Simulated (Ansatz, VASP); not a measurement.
# CSe2: VASP beside Ansatz

Wanted: the spread between two codes on one cell, functional and k mesh. The cell is generated by rule, not measured, and may not be a known phase. The cell is taken from a series of VASP runs on this material, whose earlier steps may have relaxed, scaled or displaced it; both programs get it as it stands.

Method: plane waves, with VASP 6.6.1 beside it; band structure at PBEsol and band structure at PBEsol, spin-orbit coupling, in Ansatz 0.2.0.

The structure was built from a prototype and need not be the compound's stable phase.

**1. Starting point**

Symmetry: P-3m1, No. 164, trigonal system. The conventional cell has a = 3.083 Å, b = 3.083 Å, c = 5.817 Å, α = 90.00°, β = 90.00°, γ = 120.00°. C has 6 Se at 2.24 Å nearest. Nearest to Se lie 3 C at 2.24 Å. Farther neighbours and most contacts between anions are not listed.

As a file:

```xyz
3
Lattice="3.0830 0.0000 0.0000 -1.5415 2.6699 0.0000 0.0000 0.0000 5.8172" Properties=species:S:1:pos:R:3 pbc="T T T"
C     0.0000    0.0000    0.0000
Se    0.0000    1.7800    1.3530
Se    1.5415    0.8900    4.4643
```

**2. VASP: band structure, PBEsol**

A single point gives forces, pressure and levels at one fixed geometry, so differences don't come from the geometry; what else differs is listed under the comparison.

Lines of VASP's logs that name or quote its potential files are left out, and so is its time.

File INCAR:

```
SYSTEM = CSe2
PREC = Accurate
ENCUT = 520
EDIFF = 1E-06
NELM = 100
ISMEAR = 0
SIGMA = 0.02
LREAL = .FALSE.
ALGO = Normal
GGA = PS
NBANDS = 21
LORBIT = 11
LWAVE = .FALSE.
LCHARG = .FALSE.
KPAR = 4
ISIF = 2
```

File POSCAR:

```
CSe2
1.0
    3.0829854150      0.0000000000      0.0000000000
   -1.5414927080      2.6699436890      0.0000000000
    0.0000000000      0.0000000000      5.8172500000
C Se
1 2
Direct
    0.0000000000      0.0000000000      0.0000000000
    0.3333333330      0.6666666670      0.2325759247
    0.6666666670      0.3333333330      0.7674240753
```

File KPOINTS:

```
Automatic mesh
0
Gamma
14 14 8
0 0 0
```

File KPOINTS_OPT:

```
Line mode
24
Line-mode
Reciprocal
  0.00000000   0.00000000   0.00000000 GAMMA
  0.50000000   0.00000000   0.00000000 M

  0.50000000   0.00000000   0.00000000 M
  0.33333333   0.33333333   0.00000000 K

  0.33333333   0.33333333   0.00000000 K
  0.00000000   0.00000000   0.00000000 GAMMA

  0.00000000   0.00000000   0.00000000 GAMMA
  0.00000000   0.00000000   0.50000000 A

  0.00000000   0.00000000   0.50000000 A
  0.50000000   0.00000000   0.50000000 L

  0.50000000   0.00000000   0.50000000 L
  0.33333333   0.33333333   0.50000000 H

  0.33333333   0.33333333   0.50000000 H
  0.00000000   0.00000000   0.50000000 A

  0.50000000   0.00000000   0.50000000 L
  0.50000000   0.00000000   0.00000000 M

  0.33333333   0.33333333   0.00000000 K
  0.33333333   0.33333333   0.50000000 H
```

PAW data sets: C and Se (PBE family, release 64).

Started as:

```bash
$ mpirun -np 4 vasp_std
```

Numbers of over 12 decimals in the logs are rounded to 6 here.

The program printed:

```text
[banner, memory and clock lines left out]
running    4 mpi-ranks, on    1 nodes
 distrk:  each k-point on    1 cores,    4 groups
 distr:  one band on    1 cores,    1 groups

 POSCAR found type information on POSCAR C Se
 POSCAR found :  2 types and       3 ions
|                                                                             |
|               ----> ADVICE to this user running VASP <----                  |
|                                                                             |
|     You enforced a specific xc type in the INCAR file but a different       |
|     [... a line on the potential file left out ...]
|     I HOPE YOU KNOW WHAT YOU ARE DOING!                                     |
|                                                                             |

 LDA part: xc-table for (Slater+PW92), standard interpolation
 POSCAR, INCAR and KPOINTS ok, starting setup
 FFT: planning ... GRIDC
 FFT: planning ... GRID_SOFT
 FFT: planning ... GRID
 WAVECAR not read
 entering main loop
       N       E                     dE             d eps       ncg     rms          rms(c)
DAV:   1     0.507860546775E+02    0.50786E+02   -0.66126E+03  7056   0.679E+02
DAV:   2    -0.107633098424E+02   -0.61549E+02   -0.56962E+02  9285   0.128E+02
DAV:   3    -0.137648460935E+02   -0.30015E+01   -0.29384E+01  8734   0.263E+01
DAV:   4    -0.137812042293E+02   -0.16358E-01   -0.16353E-01  8285   0.224E+00
DAV:   5    -0.137812598938E+02   -0.55665E-04   -0.55664E-04  8682   0.140E-01    0.745E+00
DAV:   6    -0.134679710338E+02    0.31329E+00   -0.37102E-01  7305   0.562E+00    0.367E+00
DAV:   7    -0.134259716125E+02    0.41999E-01   -0.10442E-01  7371   0.221E+00    0.270E+00
DAV:   8    -0.134234540388E+02    0.25176E-02   -0.30461E-02  8426   0.912E-01    0.373E-01
DAV:   9    -0.134222749440E+02    0.11791E-02   -0.76172E-04  8006   0.241E-01    0.759E-02
DAV:  10    -0.134223106304E+02   -0.35686E-04   -0.50542E-04  8533   0.114E-01    0.250E-02
DAV:  11    -0.134223018350E+02    0.87955E-05   -0.11046E-05  8194   0.207E-02    0.926E-03
DAV:  12    -0.134223013510E+02    0.48392E-06   -0.14713E-06  7165   0.620E-03
   1 F= -.13422301E+02 E0= -.13422078E+02  d E =-.446217E-03
 Start KPOINTS_OPT (optional k-point list driver)
k-point batch [1-168\216]
       N       E                     dE             ncg
DAV:   1     0.872412255731E+04   -0.62173E+05     7056
DAV:   2    -0.187655246364E+04   -0.10601E+05     9347
DAV:   3    -0.242745580539E+04   -0.55090E+03     8726
DAV:   4    -0.243055018137E+04   -0.30944E+01     8410
DAV:   5    -0.243056193184E+04   -0.11750E-01     8714
DAV:   6    -0.243056200913E+04   -0.77288E-04     8590
DAV:   7    -0.243056200974E+04   -0.60489E-06     7330
k-point batch [169-216\216]
       N       E                     dE             ncg
DAV:   1     0.464094112304E+05   -0.30226E+05     2016
DAV:   2     0.435484981127E+05   -0.28609E+04     2689
DAV:   3     0.434116896521E+05   -0.13681E+03     2441
DAV:   4     0.434109678590E+05   -0.72179E+00     2314
DAV:   5     0.434109657094E+05   -0.21496E-02     2366
DAV:   6     0.434109656986E+05   -0.10841E-04     2345
DAV:   7     0.434109656985E+05   -0.60587E-07     1973
```

Parts of OUTCAR (step 2):

```text
ion  position               nearest neighbor table
   1  0.000  0.000  0.000-   2 2.24   3 2.24   3 2.24   2 2.24   3 2.24   2 2.24
   2  0.333  0.667  0.233-   1 2.24   1 2.24   1 2.24
   3  0.667  0.333  0.767-   1 2.24   1 2.24   1 2.24

  LATTYP: Found a hexagonal cell.
 ALAT       =     3.0829854150
 C/A-ratio  =     1.8868885891

 Subroutine GETGRP returns: Found 12 space group operations
 (whereof 12 operations were pure point group operations)

The static configuration has the point symmetry D_3d.

 Found    168 irreducible k-points:

   k-points           NKPTS =    168   k-points in BZ     NKDIM =    168   number of bands    NBANDS=     21

   dimension x,y,z NGX =    24 NGY =   24 NGZ =   48
   dimension x,y,z NGXF=    48 NGYF=   48 NGZF=   96

   ENCUT  =  520.0 eV  38.22 Ry    6.18 a.u.   5.73  5.73 10.82*2*pi/ulx,y,z

   NELECT =      16.0000    total number of electrons

 k-points in reciprocal lattice and weights: Automatic mesh
   0.00000000  0.00000000  0.00000000       0.001
   0.07142857  0.00000000  0.00000000       0.004
   0.14285714  0.00000000  0.00000000       0.004
   0.21428571 -0.00000000  0.00000000       0.004
   0.28571429  0.00000000  0.00000000       0.004
   0.35714286  0.00000000  0.00000000       0.004
   0.42857143 -0.00000000  0.00000000       0.004
   0.50000000  0.00000000  0.00000000       0.002
   0.07142857  0.07142857  0.00000000       0.004
[...]
0.28571429  0.28571429  0.50000000       0.004
   0.35714286  0.28571429  0.50000000       0.004

 average (electrostatic) potential at core
       1 -50.7318       2 -53.2603       3 -53.2603

 E-fermi :   5.9809

 k-point     1 :       0.0000    0.0000    0.0000
  band No.  band energies     occupation
    ...
      2      -8.9308      2.00000
      3      -3.5710      2.00000
      4       3.8918      2.00000
      5       4.3198      2.00000
      6       4.3198      2.00000
      7       6.2186      0.00000
      8       6.9144      0.00000
      9       6.9144      0.00000
     10       9.5238      0.00000
     11       9.5238      0.00000
    ...

 k-point     2 :       0.0714    0.0000    0.0000
  band No.  band energies     occupation
    ...
      2      -8.8487      2.00000
      3      -3.5084      2.00000
      4       3.4719      2.00000
      5       3.8834      2.00000
      6       4.0913      2.00000
      7       6.1935      0.00000
      8       6.9445      0.00000
      9       6.9992      0.00000
     10       9.1084      0.00000
     11       9.4942      0.00000
    ...

 k-point     3 :       0.1429    0.0000    0.0000
  band No.  band energies     occupation
    ...
      3      -3.3403      2.00000
      4       1.9935      2.00000
      5       3.5780      2.00000
      6       3.6903      2.00000
      7       5.2157      2.00000
      8       7.0449      0.00000
      9       7.6971      0.00000
     10       8.2837      0.00000
     11       9.4937      0.00000
     12      10.3881      0.00000
    ...

  Total       -0.5375874     -0.5375874      0.9151809      0.0000000     -0.0000000      0.0000000
  in kB      -17.9873983    -17.9873983     30.6214845      0.0000000     -0.0000000      0.0000000
  external PRESSURE =      -1.7844374 kB  Pullay stress =       0.0000000 kB

  energy-cutoff  :      520.00
  volume of cell :       47.88
      direct lattice vectors                 reciprocal lattice vectors
     3.082985415  0.000000000  0.000000000     0.324360925  0.187269867  0.000000000
    -1.541492708  2.669943689  0.000000000     0.000000000  0.374539734  0.000000000
     0.000000000  0.000000000  5.817250000     0.000000000  0.000000000  0.171902531

 POSITION                                       TOTAL-FORCE (eV/Angst)
 -----------------------------------------------------------------------------------
      0.00000      0.00000      0.00000        -0.000000      0.000000      0.000000
     -0.00000      1.77996      1.35295         0.000000      0.000000      0.237849
      1.54149      0.88998      4.46430         0.000000     -0.000000     -0.237849
 -----------------------------------------------------------------------------------
    total drift:                               -0.000000      0.000000      0.000000

  FREE ENERGIE OF THE ION-ELECTRON SYSTEM (eV)
  ---------------------------------------------------
  free  energy   TOTEN  =       -13.4223013510 eV

  energy  without entropy=      -13.4218551342  energy(sigma->0) =      -13.42207824

 total charge
# of ion       s       p       d       tot
------------------------------------------
    1        0.925   1.225   0.000   2.150
    2        1.526   2.100   0.083   3.709
    3        1.526   2.100   0.083   3.709
--------------------------------------------------
tot          3.976   5.426   0.167   9.569

[... 3 further parts left out ...]
```

The run ends at a pressure of -0.18 GPa, with forces up to 0.24 eV/Å.

**3. Ansatz: band structure, PBEsol**

Ansatz runs on its default PAW (the set named soft_2) files.

The same cell, functional, mesh and smearing now go to Ansatz, which takes its cutoff from its data sets.

File input.yaml:

```yaml
crystal:
  lattice:
    - [3.082985415, 0.0, 0.0]
    - [-1.541492708, 2.669943689, 0.0]
    - [0.0, 0.0, 5.81725]
  atoms:
    - { symbol: C, position: [0.0, 0.0, 0.0] }
    - { symbol: Se, position: [0.333333333, 0.666666667, 0.2325759247] }
    - { symbol: Se, position: [0.666666667, 0.333333333, 0.7674240753] }
hamiltonian:
  xc: pbesol
  pseudopotentials: { kind: paw }
kpoints:
  mp_grid: { grid: [14, 14, 8] }
  band_path:
    path:
      - [0.0, 0.0, 0.0]
      - [0.15217, 0.0, 0.0]
      - [0.30435, 0.0, 0.0]
      - [0.47826, 0.0, 0.0]
      - [0.46377, 0.07246, 0.0]
      - [0.4058, 0.18841, 0.0]
      - [0.35507, 0.28986, 0.0]
      - [0.28986, 0.28986, 0.0]
      - [0.17391, 0.17391, 0.0]
      - [0.07246, 0.07246, 0.0]
      - [0.0, 0.0, 0.04348]
      - [0.0, 0.0, 0.19565]
      - [0.0, 0.0, 0.34783]
      - [0.0, 0.0, 0.5]
      - [0.15217, 0.0, 0.5]
      - [0.32609, 0.0, 0.5]
      - [0.47826, 0.0, 0.5]
      - [0.45652, 0.08696, 0.5]
      - [0.4058, 0.18841, 0.5]
      - [0.35507, 0.28986, 0.5]
      - [0.27536, 0.27536, 0.5]
      - [0.17391, 0.17391, 0.5]
      - [0.05797, 0.05797, 0.5]
      - [0.5, 0.0, 0.45652]
      - [0.5, 0.0, 0.30435]
      - [0.5, 0.0, 0.13043]
      - [0.33333, 0.33333, 0.0]
      - [0.33333, 0.33333, 0.17391]
      - [0.33333, 0.33333, 0.32609]
      - [0.33333, 0.33333, 0.5]
    npoints: 1
scf:
  occupations: { method: gaussian, width: 0.02 }
  n_extra_bands: 7
output:
  forces: true
  stress: true
  eigenvalues: true
```

Started as:

```bash
$ ansatz run input.yaml --threads 2 --pin off --max-ram 4608MiB --backend cpu --events-out ev --progress --plain --runs-dir out
```

The program printed:

```text
scf.n_extra_bands = 7 over 18 filled bands (N_el = 36.0): the run solves 25 bands
Engine: ansatz 0.2.0, aarch64-unknown-linux-gnu
Pseudopotentials: kind: paw
Pseudopotential: C, paw, valence charge 4, recommended cutoff 420 eV (normal), C.paw.azcp
Pseudopotential: Se, paw, valence charge 16, recommended cutoff 420 eV (normal), Se.paw.azcp
Functional definition: PBEsol
  exchange = pbesol_x
  correlation = pbesol_c
Crystal: 3 atoms, lattice volume = 47.884 Å³
Basis set: ecut = 420 eV, 931 PW (Γ), exchange–correlation on 48×48×80 points (8 copies of the dense FFT grid, shifted against one another)
Bands: 25, of which v1, the nominal top of the filled ones, is band 18 counted from 1 (17 counted from 0)
Symmetry: 12 space group operations
Space group: P-3m1 (ITA 164), of the structure as read, at distance tolerance 3.6e-5 Å
k-points: 168 of 1568
Non-local potential: C, projectors of the file, l = 0: 2, l = 1: 2, l = 2: 1
Non-local potential: Se, projectors of the file, l = 0: 2, l = 1: 2, l = 2: 3, l = 3: 1
PAW form: soft (Blöchl's): semilocal exchange-correlation on the pseudo side does not see the compensation charge
PAW frozen core: C, regenerated for the run's functional, and the local potential with it (the file was generated under x = pbe(κ = 0.804, μ = 0.219515), c = pbe(β = 0.066725))
PAW frozen core: Se, regenerated for the run's functional, and the local potential with it (the file was generated under x = pbe(κ = 0.804, μ = 0.219515), c = pbe(β = 0.066725))
PAW one-centre angular grid: C, 110 points (default); XC on 64 Gauss nodes
PAW one-centre angular grid: Se, 590 points (default); XC on 64 Gauss nodes
Initial density: superposition of atomic densities (neutral atoms: chi_scale 0, normalization atom), corrected by the library's trained network
Initial wavefunctions: pseudopotential atomic-orbital guess
Functional: x = pbesol(κ = 0.804, μ = 0.123457), c = pbesol(β = 0.046)
SCF iter   1: F=—  HF=-11091.170946 eV  |F-HF|=—  |Δ(HF+E_count)|=         —  Δρ=6.67e-3  dr2=2.07e-2  ethr=1.77e-3  ⟨swp⟩=5.7  Hψ=18302  notcnv=0  defer=1
preconditioner: auto → LDOS  [metal: Δε(μ)=0.009 eV  Ē_g=12.716 eV  σ=0.020 eV  W_gap=0.25  n_scr=22 (ndim 8)  ℏωp=21.5 eV  f_vac=0.014  D(μ)=2.24/eV (n_scr^D=22)  β→1.0]
SCF iter   2: F=—  HF=-11091.169479 eV  |F-HF|=—  |Δ(HF+E_count)|=   1.47e-3  Δρ=3.78e-3  dr2=1.47e-2  ethr=5.74e-5  ⟨swp⟩=2.8  Hψ=8997  notcnv=0  defer=405
preconditioner: auto → Kerker (q_TF=auto, 2.602 Å⁻¹)  [metal: Δε(μ)=0.006 eV  Ē_g=12.698 eV  σ=0.020 eV  W_gap=0.18  n_scr=22 (ndim 8)  ℏωp=21.5 eV  f_vac=0.009  D(μ)=2.46/eV (n_scr^D=22)  β→0.5]
SCF iter   3: F=—  HF=-11091.165248 eV  |F-HF|=—  |Δ(HF+E_count)|=   4.23e-3  Δρ=1.28e-3  dr2=7.31e-4  ethr=4.07e-5  ⟨swp⟩=2.8  Hψ=7044  notcnv=0  defer=405
SCF iter   4: F=—  HF=-11091.165370 eV  |F-HF|=—  |Δ(HF+E_count)|=   1.22e-4  Δρ=4.90e-4  dr2=1.48e-4  ethr=2.03e-6  ⟨swp⟩=1.8  Hψ=4147  notcnv=0  defer=405
SCF iter   5: F=—  HF=-11091.165387 eV  |F-HF|=—  |Δ(HF+E_count)|=   1.67e-5  Δρ=1.47e-4  dr2=1.77e-5  ethr=4.11e-7  ⟨swp⟩=2.7  Hψ=6795  notcnv=0  defer=405
SCF iter   6: F=—  HF=-11091.165389 eV  |F-HF|=—  |Δ(HF+E_count)|=   2.41e-6  Δρ=7.28e-5  dr2=5.01e-6  ethr=4.92e-8  ⟨swp⟩=2.0  Hψ=6779  notcnv=0  defer=405
SCF iter   7: F=—  HF=-11091.165390 eV  |F-HF|=—  |Δ(HF+E_count)|=   4.22e-7  Δρ=1.91e-5  dr2=4.01e-7  ethr=1.39e-8  ⟨swp⟩=2.0  Hψ=4486  notcnv=0  defer=405
SCF iter   8: F=-11091.165390 eV  HF=-11091.165390 eV  |F-HF|=2.21e-9  |Δ(HF+E_count)|=   2.30e-9  Δρ=3.87e-6  dr2=1.06e-8  ethr=2.78e-10  ⟨swp⟩=8.0  Hψ=19012  notcnv=0
SCF 1 converged in 8 iterations: F = -11091.165390 eV  dr2 = 1.06e-8
  greatest PAW one-centre occupation: 1.000 electrons in one spin orbital (limit 2), on the Se atom at site 2 (counted from 0), in its partial waves of l = 2
NSCF: frozen V_eff on 30 k-points
SCF converged after 8 iterations
Free energy (F): -11091.165390 eV
Harris-Foulkes:  -11091.165390 eV  (|F-HF|=2.21e-9)
Internal energy: -11091.164948 eV  (E = F + TS)
E sigma→0 (E₀):  -11091.165169 eV
Entropy (-TS):   -0.000442 eV (-0.147 meV/atom)
Fermi energy:    11.194319 eV
--- Per-component energies (eV) ---
  E_band       = -685.895315
  E_kinetic    = 317.604691
  E_local      = -4523.527063  (includes V_loc(G=0)·N_el)
  E_nonlocal   = -1154.312299
  E_hartree    = 2250.863024
  E_xc         = -252.931969
  E_vxc        = -253.658505  (∫ρ·V_xc dr)
  E_paw        = -3831.784387  (= ΣΔE_a)
  E_vpaw       = 426.271617  (= ΣTr[D̂ρ^β])
  E_aug_tail   = -0.001183  (compensation charges beyond the density's cutoff)
  E_ewald      = -3899.113765
  E_core_change = 2.038001  (= ΣΔE_core)
  E_smearing   = -0.000442  (= −TS)
  E_closure    = 0.000000  (closes the sum)
  Σ components = -11091.165390   (vs F -11091.165390, Δ=0.00e0)
--- Forces (eV/Å), atoms counted from 1 ---
  atom   1  C     -0.00000000     0.00000000     0.00000000
  atom   2  Se    -0.00000000    -0.00000000     0.20929290
  atom   3  Se     0.00000000     0.00000000    -0.20929290
  max |Σ_I F_I| component: 5.27e-31 eV/Å
--- Stress (GPa, compression-positive) ---
       -2.017857      -0.000000      -0.000000
        0.000000      -2.017857      -0.000000
       -0.000000      -0.000000       2.792637
  P = ⅓ Tr σ = -0.4144 GPa (-4.144 kbar)
--- Band table (eV; the first three rows and the last of 168) ---
  k-point 0: bands = [... 14 lower, 9.5352, 9.5352, 11.4306, 12.1283, 12.1283, 14.7341, 14.7341, 14.9126, ... 3 higher]
  k-point 1: bands = [... 14 lower, 9.5345, 9.5345, 11.7626, 12.1461, 12.1461, 14.6985, 14.6985, 14.8095, ... 3 higher]
  k-point 2: bands = [... 14 lower, 9.5324, 9.5324, 12.1906, 12.1906, 12.3351, 14.5711, 14.6116, 14.6116, ... 3 higher]
  k-point 167: bands = [... 14 lower, 4.4866, 5.0744, 9.5667, 9.8454, 11.4500, 13.6292, 13.7426, 14.6515, ... 3 higher]
```

Run time: 7.3 s. Hardware: 2 threads of Arm Neoverse V1, shared host; peak memory 0.43 GiB; 14 s of CPU time.

Reading the cycles: dr2 is the Hartree energy of the density residual (eV), the measure of convergence; HF is the Harris–Foulkes estimate of the energy, which meets the free energy F at convergence.

**4. Comparison**

Known differences besides the potentials themselves: the data sets hold 36 valence electrons in Ansatz (default PAW (the set named soft_2) files) and 16 in VASP; the cutoff is 420 eV in Ansatz and 520 eV in VASP; Ansatz makes its cores anew for this functional, VASP keeps those of its PBE data sets; VASP leaves aspherical gradient terms in its spheres out (LASPH is not set), Ansatz keeps them. Total energies have different zeros and are not compared.

Both answers:

```csv
quantity,Ansatz,VASP,difference
pressure (GPa),-0.41,-0.18,-0.24
pressure without Ansatz's Pulay correction (GPa),-0.53,-0.18,-0.35
```

Forces (eV/Å; atoms numbered as in POSCAR):

```csv
atom,"Ansatz x, y, z","VASP x, y, z"
C1,"0.000, 0.000, 0.000","0.000, 0.000, 0.000"
Se2,"0.000, 0.000, 0.209","0.000, 0.000, 0.238"
Se3,"0.000, 0.000, -0.209","0.000, 0.000, -0.238"
```

The forces differ by 13 meV/Å r.m.s., which is 12.0 % of the r.m.s. force of 0.11 eV/Å (both taken over all components). Levels from 3 eV below to 2 eV above the Fermi level differ by 2 meV r.m.s. and 5 meV at most; each VASP level is matched to the nearest of Ansatz, which flatters the figure a little. Ansatz's pressure holds a Pulay correction of 0.11 GPa; VASP's holds none.

**5. What the set-up changes**

Further runs change the set-up of one program: Ansatz's method, potentials or start, or VASP's data sets, cutoff or form of LDA. The table gives Ansatz less VASP for each quantity, since a change that brings one quantity closer may part another.

```csv
run,r.m.s. force difference (meV/Å),pressure (GPa),pressure without Ansatz's Pulay correction (GPa)
as above,13,-0.24,-0.35
cores kept as stored,12,-0.20,-0.32
Ansatz's larger PAW set (cutoff 800 eV),14,-0.24,
norm-conserving potentials (cutoff 1170 eV),3.9,-0.079,
```

[end of part 1 of 2]

[Lines on the potential files, build, host, timing and source positions are cut from VASP's logs without a mark.]

[Logs are printed without paths, hosts, clocks, repeated set-up lines and the standing remarks that a program may print on its own settings, such as how far it seeks lower states.]

[Hosts, paths, dates, database ids (printed as entryN), source tags and the programs' standing remarks are cut or masked in the printed files.]
